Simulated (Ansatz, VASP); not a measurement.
**Two plane-wave programs on CeC**

```
CELL_PARAMETERS angstrom
3.07548 0.00000 0.00000
0.00000 3.07548 0.00000
0.00000 0.00000 3.07548
ATOMIC_POSITIONS crystal
Ce 0.00000 0.00000 0.00000
C 0.50000 0.50000 0.50000
```

Alike in both runs: task single point; functional PBEsol; k mesh 10 × 10 × 10; occupations gaussian, width 0.05 eV; no spin polarisation.

|  | VASP | Ansatz |
| --- | --- | --- |
| version | VASP 6.6.1 | Ansatz 0.2.0 |
| potentials or method | VASP PAW PBE potentials, release 64 (Ce, C) | scalar-relativistic, plane waves, PAW |
| plane-wave cutoff (eV) | 520 | 420 |
| valence electrons in the cell | 16 | 16 |

|  | VASP | Ansatz | Ansatz less VASP |
| --- | --- | --- | --- |
| gap on the k mesh at the Fermi level (eV) | none | none | - |
| pressure (GPa) | -2.8 | -2.7 | +0.10 |

A gap of «none» marks a metal or a gap that the smearing closes. With one functional, cell and mesh, what is left measures potentials, basis and numerics.

Caveats: the PAW data sets were made with another functional, which shifts forces and pressure a little (VASP); without U or exact exchange the open f shell lies at the Fermi level, which spoils levels, moments and volumes. Spin-orbit coupling is left out, which matters for the levels of Ce. Spin polarisation is off, so any magnetic state and its effect on volume and gap are missing.
